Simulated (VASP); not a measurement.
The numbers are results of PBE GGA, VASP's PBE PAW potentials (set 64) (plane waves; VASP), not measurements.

VASP ran on this input.

INCAR:
```
SYSTEM=Pb27Se27
PREC=Normal; ENCUT=400; LREAL=Auto
LASPH=.True.; SYMPREC=1E-4
EDIFF=1E-5; NELM=100; NELMIN=4
ALGO=Fast; LMAXMIX=4
ISMEAR=0; SIGMA=0.05
GGA=PE
IBRION=2; NSW=20; ISIF=2
EDIFFG=-0.03
LWAVE=.True.; LCHARG=.False.
```

**KPOINTS**
```
Regular mesh
0
G
 1 1 1
```

### POSCAR
```
Pb27Se27
1
    0.0000000000     9.3058461119     9.3058461119
    9.3058461119     0.0000000000     9.3058461119
    9.3058461119     9.3058461119     0.0000000000
Pb Se
27 27
Direct
  0.0000000000   0.0000000000   0.0000000000
  0.0000000000   0.0000000000   0.3333330000
  0.0000000000   0.0000000000   0.6666670000
  0.0000000000   0.3333330000   0.0000000000
  0.0000000000   0.3333330000   0.3333330000
  0.0000000000   0.3333330000   0.6666670000
  0.0000000000   0.6666670000   0.0000000000
  0.0000000000   0.6666670000   0.3333330000
  0.0000000000   0.6666670000   0.6666670000
  0.3333330000   0.0000000000   0.0000000000
  0.3333330000   0.0000000000   0.3333330000
  0.3333330000   0.0000000000   0.6666670000
  0.3333330000   0.3333330000   0.0000000000
  0.3333330000   0.3333330000   0.3333330000
  0.3333330000   0.3333330000   0.6666670000
  0.3333330000   0.6666670000   0.0000000000
  0.3333330000   0.6666670000   0.3333330000
  0.3333330000   0.6666670000   0.6666670000
  0.6666670000   0.0000000000   0.0000000000
  0.6666670000   0.0000000000   0.3333330000
  0.6666670000   0.0000000000   0.6666670000
  0.6666670000   0.3333330000   0.0000000000
  0.6666670000   0.3333330000   0.3333330000
  0.6666670000   0.3333330000   0.6666670000
  0.6666670000   0.6666670000   0.0000000000
  0.6666670000   0.6666670000   0.3333330000
  0.6666670000   0.6666670000   0.6666670000
  0.1666670000   0.1666670000   0.1666670000
  0.1666670000   0.1666670000   0.5000000000
  0.1666670000   0.1666670000   0.8333330000
  0.1666670000   0.5000000000   0.1666670000
  0.1666670000   0.5000000000   0.5000000000
  0.1666670000   0.5000000000   0.8333330000
  0.1666670000   0.8333330000   0.1666670000
  0.1666670000   0.8333330000   0.5000000000
  0.1666670000   0.8333330000   0.8333330000
  0.5000000000   0.1666670000   0.1666670000
  0.5000000000   0.1666670000   0.5000000000
  0.5000000000   0.1666670000   0.8333330000
  0.5000000000   0.5000000000   0.1666670000
  0.5000000000   0.5000000000   0.5000000000
  0.5000000000   0.5000000000   0.8333330000
  0.5000000000   0.8333330000   0.1666670000
  0.5000000000   0.8333330000   0.5000000000
  0.5000000000   0.8333330000   0.8333330000
  0.8333330000   0.1666670000   0.1666670000
  0.8333330000   0.1666670000   0.5000000000
  0.8333330000   0.1666670000   0.8333330000
  0.8333330000   0.5000000000   0.1666670000
  0.8333330000   0.5000000000   0.5000000000
  0.8333330000   0.5000000000   0.8333330000
  0.8333330000   0.8333330000   0.1666670000
  0.8333330000   0.8333330000   0.5000000000
  0.8333330000   0.8333330000   0.8333330000
```

POTCAR, in this order: Pb Se (PBE.64 set). Program: vasp_gam.

The run wrote:

OSZICAR:
```
       N       E                     dE             d eps       ncg     rms          rms(c)
DAV:   1     0.206627566739E+04    0.20663E+04   -0.93567E+04   328   0.114E+03
DAV:   2     0.101221897602E+03   -0.19651E+04   -0.18869E+04   488   0.207E+02
DAV:   3    -0.217451350475E+03   -0.31867E+03   -0.31339E+03   388   0.917E+01
DAV:   4    -0.232717584757E+03   -0.15266E+02   -0.15146E+02   408   0.200E+01
DAV:   5    -0.233139661330E+03   -0.42208E+00   -0.42155E+00   408   0.345E+00    0.366E+01
RMM:   6    -0.224744789520E+03    0.83949E+01   -0.20675E+01   335   0.533E+00    0.224E+01
RMM:   7    -0.225869085879E+03   -0.11243E+01   -0.26943E+01   345   0.525E+00    0.838E+00
RMM:   8    -0.225091476009E+03    0.77761E+00   -0.18128E+00   329   0.227E+00    0.629E+00
RMM:   9    -0.224958931924E+03    0.13254E+00   -0.10486E+00   333   0.125E+00    0.179E+00
RMM:  10    -0.224971237928E+03   -0.12306E-01   -0.38315E-01   370   0.658E-01    0.427E-01
RMM:  11    -0.224974241735E+03   -0.30038E-02   -0.26878E-02   364   0.202E-01    0.325E-01
RMM:  12    -0.224982210734E+03   -0.79690E-02   -0.26484E-02   328   0.241E-01    0.104E+00
RMM:  13    -0.224976967049E+03    0.52437E-02   -0.67952E-03   328   0.126E-01    0.346E-01
RMM:  14    -0.224976453276E+03    0.51377E-03   -0.28563E-03   335   0.655E-02    0.185E-01
RMM:  15    -0.224976394177E+03    0.59099E-04   -0.11082E-03   374   0.337E-02    0.912E-02
RMM:  16    -0.224976347355E+03    0.46822E-04   -0.30449E-04   346   0.179E-02    0.603E-02
RMM:  17    -0.224976339042E+03    0.83130E-05   -0.25304E-04   343   0.168E-02    0.230E-02
RMM:  18    -0.224976340697E+03   -0.16552E-05   -0.23897E-05   219   0.743E-03
   1 F= -.22497634E+03 E0= -.22497634E+03  d E =-.224976E+03
```

### OUTCAR
```
------------------------ aborting loop because EDIFF is reached ----------------------------------------
  FORCE on cell =-STRESS in cart. coord.  units (eV):
  Direction    XX          YY          ZZ          XY          YZ          ZX
  --------------------------------------------------------------------------------------
  Total       -8.0895231     -8.0895231     -8.0895231      0.0000000      0.0000000      0.0000000
  in kB       -8.0414785     -8.0414785     -8.0414785      0.0000000      0.0000000      0.0000000
  external PRESSURE =      -8.0414785 kB  Pullay stress =       0.0000000 kB
  volume of cell :     1611.75
      direct lattice vectors                 reciprocal lattice vectors
     0.000000000  9.305846112  9.305846112    -0.053729666  0.053729666  0.053729666
     9.305846112  0.000000000  9.305846112     0.053729666 -0.053729666  0.053729666
     9.305846112  9.305846112  0.000000000     0.053729666  0.053729666 -0.053729666
  FREE ENERGIE OF THE ION-ELECTRON SYSTEM (eV)
  ---------------------------------------------------
  free  energy   TOTEN  =      -224.9763406968 eV

  energy  without entropy=     -224.9763406968  energy(sigma->0) =     -224.97634070

 reached required accuracy - stopping structural energy minimisation
```
(Selected blocks of OUTCAR.)

The supercell is sampled at Γ alone, which is coarse: total energies, pressure and levels can be off, energies of defects by several tenths of an eV.

The cell is a supercell, built from a database entry that may be metastable or hypothetical.
